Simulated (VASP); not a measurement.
```
PbF2
1.0
    0.00000     2.98685     2.98685
    2.98685     0.00000     2.98685
    2.98685     2.98685     0.00000
Pb F
1 2
Direct
  0.00000   0.00000   0.00000
  0.25000   0.25000   0.25000
  0.75000   0.75000   0.75000
```

Calculation: vdW-DF-cx, VASP's PBE PAW potentials (set 64) (plane waves; VASP 6.6.1). Numerical set-up: 520 eV cut-off, 7×7×7 Γ-centred mesh, Gaussian smearing of 0.050 eV, potentials Pb_d F.

Problem. Predict the energy per atom (σ→0), pressure.

Solution. 
```
Item                            Value
---------------------  --------------
energy per atom (σ→0)  -2.428 eV/atom
pressure                    -2.01 GPa
```

Total energies compare only between runs with the same potentials, cut-off and functional.

The compound is PbF2 in the fluorite structure, the β form. This cell is one point of a volume scan, at 1.03 of the reference volume.
